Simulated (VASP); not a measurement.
The system is Ru.

```
Ru
1.0
     2.70783    0.00000    0.00000
    -1.35391    2.34505    0.00000
     0.00000    0.00000    4.26810
Ru
2
Cartesian
  0.0000 1.5634 1.0670
  1.3539 0.7817 3.2011
```

```yaml
Program: VASP 6.6.1
Task: relaxation of cell and atoms
Functional: LDA
Potentials_or_basis: VASP PAW LDA potentials, release 64 (Ru_pv)
Cutoff: 600 eV
k_mesh: 18 × 18 × 10
Occupations: gaussian, width 0.1 eV
Spin: no spin polarisation
```

At the start: pressure -11.0 GPa; volume 13.55 Å³/atom.

Task: Where does the relaxation end?

Result: Over 11 steps the energy falls by 15.3 meV/atom and the volume is 13.12 Å³/atom (-3.2 %); space group P6_3/mmc (No. 194, to 0.05 Å).

Step by step:
```csv
step,energy change (eV),largest force (eV/Å),pressure (GPa),volume (Å³)
1,0.0000,0.0000,-10.98,27.10
2,0.3367,0.0000,49.70,23.62
3,-0.0304,0.0000,-0.52,26.28
4,-0.0304,0.0000,-0.06,26.25
5,-0.0304,0.0000,0.18,26.23
6,-0.0305,0.0000,0.17,26.23
7,-0.0306,0.0000,0.15,26.23
8,-0.0306,0.0000,0.17,26.23
9,-0.0306,0.0000,0.17,26.23
10,-0.0305,0.0000,-0.42,26.27
11,-0.0306,0.0000,0.00,26.24
```

Final structure:
```
Ru
1.0
     2.67620    0.00000    0.00000
    -1.33810    2.31766    0.00000
     0.00000    0.00000    4.23049
Ru
2
Direct
  0.33333 0.66667 0.25000
  0.66667 0.33333 0.75000
```
